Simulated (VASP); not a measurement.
An input for Ansatz (written as the equivalent of a VASP run, and not itself run):

Ansatz 0.2 input:
```yaml
crystal:
  lattice:
    - [3.3929069, 0.0000000, 0.0000000]
    - [-1.6964534, 2.9383436, 0.0000000]
    - [0.0000000, 0.0000000, 5.6417720]
  atoms:
    - { symbol: Zn, position: [1.0000000, 0.0000000, 0.9963068] }
    - { symbol: Cd, position: [0.6666670, 0.3333330, 0.4893471] }
    - { symbol: O, position: [0.6666670, 0.3333330, 0.0977887] }
    - { symbol: O, position: [1.0000000, 0.0000000, 0.6525573] }
kpoints:
  mp_grid: { grid: [7, 7, 4] }
hamiltonian:
  xc: r2scan
  pseudopotentials: { kind: paw }
scf:
  occupations: { method: gaussian, width: 0.05 }
  max_iter: 100
relax:
  max_steps: 60
  f_tol: 0.02
  cell: {}
output: { forces: true, stress: true, eigenvalues: true }
```

**Question.** Write the VASP files for the same calculation (r2SCAN).

**Answer.** This is not unique; one that fits is 
### POSCAR
```
ZnCdO2
1.0
  3.3929068573   0.0000000000   0.0000000000
 -1.6964534287   2.9383435956   0.0000000000
  0.0000000000   0.0000000000   5.6417719956
Zn Cd O
1 1 2
Direct
  1.0000000000   0.0000000000   0.9963068476
  0.6666670000   0.3333330000   0.4893471456
  0.6666670000   0.3333330000   0.0977887109
  1.0000000000   0.0000000000   0.6525572959
```

### KPOINTS
```
Automatic mesh
0
Gamma
7 7 4
0 0 0
```

**INCAR**
```
SYSTEM=ZnCdO2
NELM=100   ! most electronic steps
ENCUT=520   ! plane-wave cut-off (eV)
PREC=Accurate
ISMEAR=0
LWAVE=.False.
ISIF=3   ! ions, shape and volume
ALGO=Normal   ! blocked Davidson
LMIXTAU=.True.
LASPH=.True.   ! aspherical one-centre terms
EDIFFG=-0.02
LMAXMIX=4   ! l cut-off of mixed one-centre charges
METAGGA=R2SCAN
EDIFF=1E-6   ! SCF stop (eV)
SIGMA=0.05
NSW=60   ! most ionic steps
LREAL=.False.
IBRION=2
LCHARG=.False.
```

POTCAR, in this order: Zn Cd O (PBE.64 set). Program: vasp_std.

The two are equivalent in intent, not identical: each code has its own PAW files, so the cut-off isn't converted (ENCUT is set for VASP's; basis.ecutwfc is left out, and Ansatz then takes the one that its files recommend); Ansatz stops its SCF on the density residual and VASP on the energy change (EDIFF).

The structure comes from a computed database's ZnCdO2 entry (P3m1); how it stands against other phases isn't given here. This run relaxes it. Symmetry was kept, so distortions that lower it aren't found. The start is the result of an earlier pass.
